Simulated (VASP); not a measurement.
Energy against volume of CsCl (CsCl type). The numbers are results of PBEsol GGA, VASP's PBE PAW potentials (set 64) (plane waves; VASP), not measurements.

| V (Å³/atom) | E (eV/atom) |
|---|---|
| 31.757 | -3.41424 |
| 32.770 | -3.42055 |
| 33.784 | -3.42258 |
| 34.797 | -3.42108 |
| 35.811 | -3.41665 |

### Question
Fit a third-order Birch-Murnaghan equation of state.

### Answer

```json
{
 "volume_per_atom": "33.83 Å³/atom",
 "bulk_modulus": "18.5 GPa",
 "pressure_derivative_of_the_bulk_modulus": "5.28",
 "lattice_constant_a": "4.075 Å"
}
```

The compound is CsCl in the CsCl type structure. It was relaxed first.
